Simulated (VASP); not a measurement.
These are MS2 meta-GGA, VASP's PBE PAW potentials (set 64) (plane waves; VASP) values and carry that method's errors.

The input files of a VASP run:

### POSCAR
```
V
1
   -1.4884582043     1.4884582043     1.4884582043
    1.4884582043    -1.4884582043     1.4884582043
    1.4884582043     1.4884582043    -1.4884582043
V
1
Direct
  0.0000000000   0.0000000000   0.0000000000
```

File KPOINTS:
```
K-points
0
Gamma
 19 19 19
0 0 0
```

**KPOINTS_OPT**
```
k-points along high-symmetry lines
10
Line-mode
Reciprocal
  0.000000   0.000000   0.000000 ! GAMMA
  0.500000  -0.500000   0.500000 ! H

  0.500000  -0.500000   0.500000 ! H
  0.000000   0.000000   0.500000 ! N

  0.000000   0.000000   0.500000 ! N
  0.000000   0.000000   0.000000 ! GAMMA

  0.000000   0.000000   0.000000 ! GAMMA
  0.250000   0.250000   0.250000 ! P

  0.250000   0.250000   0.250000 ! P
  0.500000  -0.500000   0.500000 ! H

  0.250000   0.250000   0.250000 ! P
  0.000000   0.000000   0.500000 ! N
```

### INCAR
```
ENCUT=520
LREAL=F   # projection in real space or not
LORBIT=11   # lm-projected
NEDOS=601   # DOS grid
LMAXMIX=4
LCHARG=F
ALGO=Normal   # blocked Davidson
ISIF=2   # forces and stress, cell fixed
LWAVE=F
METAGGA=MS2
SYSTEM=V
PREC=Accurate
EDIFF=1E-7   # SCF stop (eV)
ISMEAR=-5   # tetrahedra, Bloechl
LASPH=T
NELM=100   # most electronic steps
LMIXTAU=T
```

POTCAR, in this order: V_sv (PBE.64 set). Program: vasp_std.

The resulting files:

**OUTCAR**
```
 ion  position               nearest neighbor table
   1  0.000  0.000  0.000-
  LATTYP: Found a body centered cubic cell.
 ALAT       =     2.9769164086
 Subroutine PRICEL returns:
 Original cell was already a primitive cell.
 Subroutine GETGRP returns: Found 48 space group operations
The static configuration has the point symmetry O_h .
The dynamic configuration has the point symmetry O_h .
 Subroutine INISYM returns: Found 48 space group operations
 Subroutine IBZKPT returns following result:
 Found    220 irreducible k-points:

 Following reciprocal coordinates:
            Coordinates               Weight
  0.000000  0.000000  0.000000      1.000000
  0.052632  0.000000  0.000000     12.000000
  0.105263  0.000000  0.000000     12.000000
  0.157895  0.000000  0.000000     12.000000
  0.210526  0.000000  0.000000     12.000000
  0.263158  0.000000  0.000000     12.000000
  0.315789  0.000000  0.000000     12.000000
  0.368421  0.000000  0.000000     12.000000
  0.421053  0.000000  0.000000     12.000000
  0.473684  0.000000  0.000000     12.000000
  0.052632  0.052632  0.000000     24.000000
  0.105263  0.052632 -0.000000     48.000000
  0.157895  0.052632  0.000000     48.000000
  0.210526  0.052632  0.000000     48.000000
  0.263158  0.052632  0.000000     48.000000
  0.315789  0.052632  0.000000     48.000000
  0.368421  0.052632  0.000000     48.000000
  0.421053  0.052632  0.000000     48.000000
  0.473684  0.052632  0.000000     24.000000
  0.105263  0.105263  0.000000     24.000000
  0.157895  0.105263  0.000000     48.000000
  0.210526  0.105263 -0.000000     48.000000
  0.263158  0.105263  0.000000     48.000000
  0.315789  0.105263  0.000000     48.000000
  0.368421  0.105263 -0.000000     48.000000
  0.421053  0.105263  0.000000     48.000000
  0.157895  0.157895  0.000000     24.000000
  0.210526  0.157895 -0.000000     48.000000
  0.263158  0.157895  0.000000     48.000000
  0.315789  0.157895 -0.000000     48.000000
  0.368421  0.157895  0.000000     48.000000
  0.421053  0.157895  0.000000     24.000000
  0.210526  0.210526  0.000000     24.000000
  0.263158  0.210526 -0.000000     48.000000
  0.315789  0.210526  0.000000     48.000000
  0.368421  0.210526 -0.000000     48.000000
  0.263158  0.263158  0.000000     24.000000
  0.315789  0.263158  0.000000     48.000000
  0.368421  0.263158  0.000000     24.000000
  0.315789  0.315789  0.000000     24.000000
   k-points           NKPTS =    220   k-points in BZ     NKDIM =    220   number of bands    NBANDS=     10
   number of dos      NEDOS =    601   number of ions     NIONS =      1
   total plane-waves  NPLWV =   8000
   dimension x,y,z NGX =    20 NGY =   20 NGZ =   20
   dimension x,y,z NGXF=    40 NGYF=   40 NGZF=   40
   ions per type =               1
   PREC   = accura    normal or accurate (medium, high low for compatibility)
   ISTART =      0    job   : 0-new  1-cont  2-samecut
   ICHARG =      2    charge: 1-file 2-atom 10-const
   ISPIN  =      1    spin polarized calculation?
   LNONCOLLINEAR =      F non collinear calculations
   LSORBIT =      F    spin-orbit coupling
   INIWAV =      1    electr: 0-lowe 1-rand  2-diag
   ENCUT  =  520.0 eV  38.22 Ry    6.18 a.u.   4.79  4.79  4.79*2*pi/ulx,y,z
   NELM   =    100;   NELMIN=  2; NELMDL= -5     # of ELM steps
   EDIFF  = 0.1E-06   stopping-criterion for ELM
   LREAL  =      F    real-space projection
   NLSPLINE    = F    spline interpolate recip. space projectors
   LMAXMIX     =    4 max onsite mixed and CHGCAR
   VOSKOWN=      0    Vosko Wilk Nusair interpolation
...
```

### OSZICAR
```
       N       E                     dE             d eps       ncg     rms          rms(c)
DAV:   1     0.728283308189E+02    0.72828E+02   -0.70797E+03  4400   0.138E+03
DAV:   2    -0.197995051219E+02   -0.92628E+02   -0.90920E+02  4522   0.365E+02
DAV:   3    -0.211217437083E+02   -0.13222E+01   -0.13075E+01  4726   0.508E+01
DAV:   4    -0.211318037436E+02   -0.10060E-01   -0.10053E-01  4492   0.470E+00
DAV:   5    -0.211319464342E+02   -0.14269E-03   -0.14268E-03  4644   0.556E-01    0.255E+01
DAV:   6    -0.148179113856E+02    0.63140E+01   -0.27533E+01  4414   0.769E+01    0.642E+00
DAV:   7    -0.133089688675E+02    0.15089E+01   -0.54703E+00  4400   0.411E+01    0.422E+00
DAV:   8    -0.133822359184E+02   -0.73267E-01   -0.28941E-01  4404   0.785E+00    0.910E-01
DAV:   9    -0.134007111803E+02   -0.18475E-01   -0.55171E-02  4464   0.419E+00    0.552E-01
DAV:  10    -0.133806589671E+02    0.20052E-01   -0.57103E-02  4400   0.446E+00    0.262E-01
DAV:  11    -0.133795966354E+02    0.10623E-02   -0.30441E-03  4410   0.846E-01    0.396E-01
DAV:  12    -0.133790784824E+02    0.51815E-03   -0.15047E-03  4400   0.581E-01    0.201E-01
DAV:  13    -0.133779133496E+02    0.11651E-02   -0.26886E-03  4400   0.947E-01    0.653E-02
DAV:  14    -0.133778933035E+02    0.20046E-04   -0.25846E-05  4458   0.771E-02    0.586E-02
DAV:  15    -0.133778765870E+02    0.16716E-04   -0.99012E-06  4440   0.526E-02    0.409E-02
DAV:  16    -0.133778314117E+02    0.45175E-04   -0.34572E-05  4400   0.984E-02    0.274E-03
DAV:  17    -0.133778302422E+02    0.11695E-05   -0.24794E-07  4382   0.882E-03    0.254E-03
DAV:  18    -0.133778298584E+02    0.38380E-06   -0.65407E-09  2214   0.143E-03    0.225E-03
DAV:  19    -0.133778290354E+02    0.82299E-06   -0.44519E-08  2202   0.371E-03    0.317E-04
DAV:  20    -0.133778288697E+02    0.16577E-06   -0.45267E-09  2206   0.117E-03    0.561E-05
DAV:  21    -0.133778287840E+02    0.85624E-07   -0.33352E-10  2202   0.342E-04
   1 F= -.13377829E+02 E0= -.13377829E+02  d E =0.000000E+00
       N       E                     dE             ncg
```

### OUTCAR
```
------------------------ aborting loop because EDIFF is reached ----------------------------------------
  FORCE on cell =-STRESS in cart. coord.  units (eV):
  Direction    XX          YY          ZZ          XY          YZ          ZX
  --------------------------------------------------------------------------------------
  Total        0.0219962      0.0219962      0.0219962     -0.0000000      0.0000000     -0.0000000
  in kB        2.6717045      2.6717045      2.6717045     -0.0000000      0.0000000     -0.0000000
  external PRESSURE =       2.6717045 kB  Pullay stress =       0.0000000 kB
  volume of cell :       13.19
      direct lattice vectors                 reciprocal lattice vectors
    -1.488458204  1.488458204  1.488458204     0.000000000  0.335918065  0.335918065
     1.488458204 -1.488458204  1.488458204     0.335918065  0.000000000  0.335918065
     1.488458204  1.488458204 -1.488458204     0.335918065  0.335918065  0.000000000
 POSITION                                       TOTAL-FORCE (eV/Angst)
 -----------------------------------------------------------------------------------
      0.00000      0.00000      0.00000         0.000000     -0.000000     -0.000000
 -----------------------------------------------------------------------------------
    total drift:                                0.000000     -0.000000      0.000000
  FREE ENERGIE OF THE ION-ELECTRON SYSTEM (eV)
  ---------------------------------------------------
  free  energy   TOTEN  =       -13.3778287840 eV

  energy  without entropy=      -13.3778287840  energy(sigma->0) =      -13.37782878

 total charge

# of ion       s       p       d       tot
------------------------------------------
    1        2.351   6.238   3.079  11.669
```
(Selected blocks of OUTCAR.)

File OUTCAR:
```
 val. band max:        9.9914483557   @ k =  -0.3684   0.4737   0.0526

 cond. band min:       9.9808773577   @ k =  -0.3158   0.3158   0.1579


 Fermi energy:         9.9787981817

 k-point     1 :       0.0000    0.0000    0.0000
  band No.  band energies     occupation
      1     -56.3219      2.00000
      2     -28.1891      2.00000
      3     -28.1890      2.00000
      4     -28.1888      2.00000
      5       3.1581      2.00000
      6      10.4163      0.00000
      7      10.4163      0.00000
      8      10.4166      0.00000
      9      12.7868      0.00000
     10      12.7868      0.00000

 k-point     2 :       0.0526    0.0000    0.0000
  band No.  band energies     occupation
      1     -56.3166      2.00000
      2     -28.2153      2.00000
      3     -28.1971      2.00000
      4     -28.1892      2.00000
      5       3.2733      2.00000
      6      10.3651      0.00000
      7      10.4056      0.00000
      8      10.5001      0.00000
      9      12.7238      0.00000
     10      12.7896      0.00000

 k-point     3 :       0.1053    0.0000    0.0000
  band No.  band energies     occupation
      1     -56.3014      2.00000
      2     -28.2912      2.00000
      3     -28.2203      2.00000
      4     -28.1897      2.00000
      5       3.6104      2.00000
      6      10.2201     -0.01803
      7      10.3601      0.00000
      8      10.7466      0.00000
      9      12.5716      0.00000
     10      12.8001      0.00000

 k-point     4 :       0.1579    0.0000    0.0000
  band No.  band energies     occupation
      1     -56.2777      2.00000
      2     -28.4075      2.00000
      3     -28.2562      2.00000
      4     -28.1905      2.00000
      5       4.1419      2.00000
      6      10.0036      0.69299
      7      10.2524     -0.01237
      8      11.1422      0.00000
      9      12.4208      0.00000
     10      12.8229      0.00000

 k-point     5 :       0.2105    0.0000    0.0000
...
```

For a metal the tetrahedron method with Blöchl corrections gives inexact stress and forces.

The compound is V in the bcc structure. It was relaxed first, which changed the volume by -5 %. The run is not spin-polarised, so no magnetic state was tried.
